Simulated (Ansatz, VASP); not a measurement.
One calculation of Al3B2P, two programs

```xyz
6
Lattice="5.4032 0.0000 0.0000 -2.7016 4.6793 0.0000 0.0000 0.0000 5.0628" Properties=species:S:1:pos:R:3 pbc="T T T"
Al    2.7016    0.0000    0.0000
Al   -1.3508    2.3396    0.0000
Al    1.3508    2.3396    0.0000
B     0.0000    0.0000    1.7620
B     0.0000    0.0000    3.3008
P     0.0000    0.0000    0.0000
```

Alike in both runs: functional PBE; k mesh 12 × 12 × 8; occupations gaussian, width 0.1 eV; no spin polarisation.

Ansatz relaxed the structure, and its values are those at the end. VASP's run is a single point on that final structure, the one shown.

|  | VASP | Ansatz |
| --- | --- | --- |
| version | VASP 6.6.1 | Ansatz 0.2.0 |
| potentials or method | VASP PAW PBE potentials, release 64 (Al, B, P) | scalar-relativistic, plane waves, PAW |
| plane-wave cutoff (eV) | 520 | 420 |
| valence electrons in the cell | 20 | 20 |

```tsv
	VASP	Ansatz	Ansatz less VASP
gap on the k mesh at the Fermi level (eV)	none	none	-
pressure (GPa)	-0.1	0.0	+0.07
rms of the force components (eV/Å)	0.005	0.001	-0.0045
```

A gap of «none» marks a metal or a gap that the smearing closes.
